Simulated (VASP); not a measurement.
Output of a VASP run:

OUTCAR:
```
 ion  position               nearest neighbor table
   1  0.000  0.000  0.000-
  LATTYP: Found a face centered cubic cell.
 ALAT       =     5.2808854924
 Subroutine PRICEL returns:
 Original cell was already a primitive cell.
 Subroutine GETGRP returns: Found 48 space group operations
The static configuration has the point symmetry O_h .
The dynamic configuration has the point symmetry O_h .
 Subroutine INISYM returns: Found 48 space group operations
 Subroutine IBZKPT returns following result:
 Found     29 irreducible k-points:

 Following reciprocal coordinates:
            Coordinates               Weight
  0.000000  0.000000  0.000000      1.000000
  0.125000  0.000000  0.000000      8.000000
  0.250000  0.000000  0.000000      8.000000
  0.375000  0.000000  0.000000      8.000000
  0.500000  0.000000  0.000000      4.000000
  0.125000  0.125000  0.000000      6.000000
  0.250000  0.125000  0.000000     24.000000
  0.375000  0.125000  0.000000     24.000000
  0.500000  0.125000  0.000000     24.000000
 -0.375000  0.125000  0.000000     24.000000
 -0.250000  0.125000  0.000000     24.000000
 -0.125000  0.125000  0.000000     12.000000
  0.250000  0.250000  0.000000      6.000000
  0.375000  0.250000  0.000000     24.000000
  0.500000  0.250000  0.000000     24.000000
 -0.375000  0.250000  0.000000     24.000000
 -0.250000  0.250000  0.000000     12.000000
  0.375000  0.375000  0.000000      6.000000
  0.500000  0.375000  0.000000     24.000000
 -0.375000  0.375000  0.000000     12.000000
  0.500000  0.500000  0.000000      3.000000
  0.375000  0.250000  0.125000     24.000000
  0.500000  0.250000  0.125000     48.000000
 -0.375000  0.250000  0.125000     24.000000
  0.500000  0.375000  0.125000     24.000000
 -0.375000  0.375000  0.125000     48.000000
 -0.250000  0.375000  0.125000     24.000000
 -0.375000  0.500000  0.125000     12.000000
 -0.250000  0.500000  0.250000      6.000000
   k-points           NKPTS =     29   k-points in BZ     NKDIM =     29   number of bands    NBANDS=      8
   number of dos      NEDOS =    301   number of ions     NIONS =      1
   total plane-waves  NPLWV =  13824
   dimension x,y,z NGX =    24 NGY =   24 NGZ =   24
   dimension x,y,z NGXF=    48 NGYF=   48 NGZF=   48
   ions per type =               1
   PREC   = accura    normal or accurate (medium, high low for compatibility)
   ISTART =      0    job   : 0-new  1-cont  2-samecut
   ICHARG =      2    charge: 1-file 2-atom 10-const
   ISPIN  =      1    spin polarized calculation?
   LNONCOLLINEAR =      F non collinear calculations
   LSORBIT =      F    spin-orbit coupling
   INIWAV =      1    electr: 0-lowe 1-rand  2-diag
   ENCUT  =  400.0 eV  29.40 Ry    5.42 a.u.   6.09  6.09  6.09*2*pi/ulx,y,z
   NELM   =    100;   NELMIN=  2; NELMDL= -5     # of ELM steps
   EDIFF  = 0.1E-05   stopping-criterion for ELM
   LREAL  =      F    real-space projection
   NLSPLINE    = F    spline interpolate recip. space projectors
   LMAXMIX     =    6 max onsite mixed and CHGCAR
   VOSKOWN=      0    Vosko Wilk Nusair interpolation
   EDIFFG = -.1E-01   stopping-criterion for IOM
   NSW    =     60    number of steps for IOM
   NBLOCK =      1;   KBLOCK =     60    inner block; outer block
   IBRION =      2    ionic relax: 0-MD 1-quasi-New 2-CG
   NFREE  =      1    steps in history (QN), initial steepest desc. (CG)
   ISIF   =      3    stress and relaxation
   ISYM   =      2    0-nonsym 1-usesym 2-fastsym
   TEIN   =    0.0    initial temperature
   TEBEG  =    0.0;   TEEND  =   0.0 temperature during run
   SMASS  =  -3.00    Nose mass-parameter (am)
   PSTRESS=    0.0 pullay stress
   NELECT =       8.0000    total number of electrons
   EFERMI =   0.00;   METHOD = LEGACY
   ISMEAR =     0;   SIGMA  =   0.05  broadening in eV -4-tet -1-fermi 0-gaus
   IALGO  =     38    algorithm
   LDIAG  =      T    sub-space diagonalisation (order eigenvalues)
...
```

### OSZICAR
```
       N       E                     dE             d eps       ncg     rms          rms(c)
DAV:   1     0.163000986177E+01    0.16300E+01   -0.38669E+03   480   0.719E+02
DAV:   2    -0.172483752440E+01   -0.33548E+01   -0.33430E+01   552   0.430E+01
DAV:   3    -0.174606663193E+01   -0.21229E-01   -0.21215E-01   616   0.401E+00
DAV:   4    -0.174611226194E+01   -0.45630E-04   -0.45630E-04   640   0.157E-01
DAV:   5    -0.174611228905E+01   -0.27111E-07   -0.27116E-07   616   0.436E-03    0.823E+00
DAV:   6    -0.175427848401E+01   -0.81662E-02   -0.86870E-04   600   0.277E-01    0.494E+00
DAV:   7    -0.175913778140E+01   -0.48593E-02   -0.20843E-03   560   0.431E-01    0.377E-02
DAV:   8    -0.175911821374E+01    0.19568E-04   -0.44532E-05   552   0.661E-02    0.181E-02
DAV:   9    -0.175911718495E+01    0.10288E-05   -0.69513E-06   616   0.244E-02    0.306E-03
DAV:  10    -0.175911664076E+01    0.54419E-06   -0.15884E-06   480   0.101E-02
   1 F= -.17591166E+01 E0= -.17590477E+01  d E =-.175912E+01
```

File OUTCAR:
```
------------------------ aborting loop because EDIFF is reached ----------------------------------------
  FORCE on cell =-STRESS in cart. coord.  units (eV):
  Direction    XX          YY          ZZ          XY          YZ          ZX
  --------------------------------------------------------------------------------------
  Total       -0.0037560     -0.0037560     -0.0037560     -0.0000000     -0.0000000     -0.0000000
  in kB       -0.1634475     -0.1634475     -0.1634475     -0.0000000     -0.0000000     -0.0000000
  external PRESSURE =      -0.1634475 kB  Pullay stress =       0.0000000 kB
  volume of cell :       36.82
      direct lattice vectors                 reciprocal lattice vectors
     0.000000000  2.640442746  2.640442746    -0.189362182  0.189362182  0.189362182
     2.640442746  0.000000000  2.640442746     0.189362182 -0.189362182  0.189362182
     2.640442746  2.640442746  0.000000000     0.189362182  0.189362182 -0.189362182
 POSITION                                       TOTAL-FORCE (eV/Angst)
 -----------------------------------------------------------------------------------
      0.00000      0.00000      0.00000         0.000000      0.000000      0.000000
 -----------------------------------------------------------------------------------
    total drift:                               -0.000000     -0.000000      0.000000
  FREE ENERGIE OF THE ION-ELECTRON SYSTEM (eV)
  ---------------------------------------------------
  free  energy   TOTEN  =        -1.7591166408 eV

  energy  without entropy=       -1.7589788275  energy(sigma->0) =       -1.75904773

 reached required accuracy - stopping structural energy minimisation
```
(Selected blocks of OUTCAR.)

POSCAR:
```
Yb
1
    0.0000000000     2.6404427462     2.6404427462
    2.6404427462     0.0000000000     2.6404427462
    2.6404427462     2.6404427462     0.0000000000
Yb
1
Direct
  0.0000000000   0.0000000000   0.0000000000
```

Q: Write an INCAR and KPOINTS that could have produced this output.

A: Several could match; the one computed here: the input of the run itself, PBEsol GGA, plane waves, VASP's PBE PAW potentials (set 64).

INCAR:
```
! general
SYSTEM =Yb
PREC   =Accurate
ENCUT  =400
LREAL  =.FALSE.
LASPH  =.TRUE.

! electronic loop
EDIFF  =1E-6
NELM   =100
ALGO   =Normal
LMAXMIX=6

! smearing
ISMEAR =0
SIGMA  =0.05

! functional
GGA    =PS

! ions
IBRION =2
NSW    =60
ISIF   =3
EDIFFG =-0.01

! output
LWAVE  =.FALSE.
LCHARG =.FALSE.
```

File KPOINTS:
```
Automatic mesh
0
Gamma
8 8 8
0 0 0
```

POTCAR, in this order: Yb_2 (PBE.64 set). Program: vasp_std.

The 4f electrons are frozen in the core of the lanthanide potential, so 4f levels, which can set the real gap, and their magnetism are missing.

The compound is Yb in the fcc structure. It was relaxed first, which changed the volume by -11 %. The start is the result of an earlier pass.
